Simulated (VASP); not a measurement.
An input for Ansatz (written as the equivalent of a VASP run, and not itself run):

Ansatz 0.2 input:
```yaml
crystal:
  lattice:
    - [4.9664610, 0.0000000, 0.0000000]
    - [-2.4832305, 4.3010816, 0.0000000]
    - [0.0000000, 0.0000000, 8.7124757]
  atoms:
    - { symbol: Cs, position: [0.0000000, 0.0000000, 0.0000000] }
    - { symbol: Cs, position: [0.0000000, 0.0000000, 0.5000000] }
    - { symbol: Br, position: [0.3333330, 0.6666670, 0.2500000] }
    - { symbol: Br, position: [0.6666670, 0.3333330, 0.7500000] }
kpoints:
  mp_grid: { grid: [5, 5, 3] }
hamiltonian:
  xc: r2scan
  pseudopotentials: { kind: paw }
scf:
  occupations: { method: gaussian, width: 0.05 }
  max_iter: 100
relax:
  max_steps: 60
  f_tol: 0.02
  cell: {}
output: { forces: true, stress: true, eigenvalues: true }
```

### Question
Write the VASP files for the same calculation (r2SCAN).

### Answer
Several could match; the one computed here: 
INCAR:
```
! general
SYSTEM  = CsBr
PREC    = Accurate
ENCUT   = 400
LREAL   = .FALSE.
LASPH   = .TRUE.   ! aspherical one-centre terms

! electronic loop
EDIFF   = 1E-6   ! SCF stop (eV)
NELM    = 100   ! most electronic steps
ALGO    = Normal   ! blocked Davidson
LMAXMIX = 4
LMIXTAU = .TRUE.

! smearing
ISMEAR  = 0
SIGMA   = 0.05   ! width (eV)

! functional
METAGGA = R2SCAN

! ions
IBRION  = 2
NSW     = 60
ISIF    = 3   ! ions, shape and volume
EDIFFG  = -0.02   ! ionic stop

! output
LWAVE   = .FALSE.
LCHARG  = .FALSE.
```

### POSCAR
```
CsBr
1.0
  4.9664610081   0.0000000000   0.0000000000
 -2.4832305040   4.3010816163   0.0000000000
  0.0000000000   0.0000000000   8.7124757218
Cs Br
2 2
Direct
  0.0000000000   0.0000000000   0.0000000000
  0.0000000000   0.0000000000   0.5000000000
  0.3333330000   0.6666670000   0.2500000000
  0.6666670000   0.3333330000   0.7500000000
```

KPOINTS:
```
Automatic
0
Gamma
  5 5 3
0 0 0
```

POTCAR, in this order: Cs_sv Br (PBE.64 set). Program: vasp_std.

What does not carry over: each code has its own PAW files, so the cut-off isn't converted (ENCUT is set for VASP's; basis.ecutwfc is left out, and Ansatz then takes the one that its files recommend); Ansatz stops its SCF on the density residual and VASP on the energy change (EDIFF).

The structure was generated: CsBr was put into the NiAs type type (P6_3/mmc), which need not be its known phase. This run relaxes it. Symmetry was kept, so distortions that lower it aren't found. The start is the result of an earlier pass.
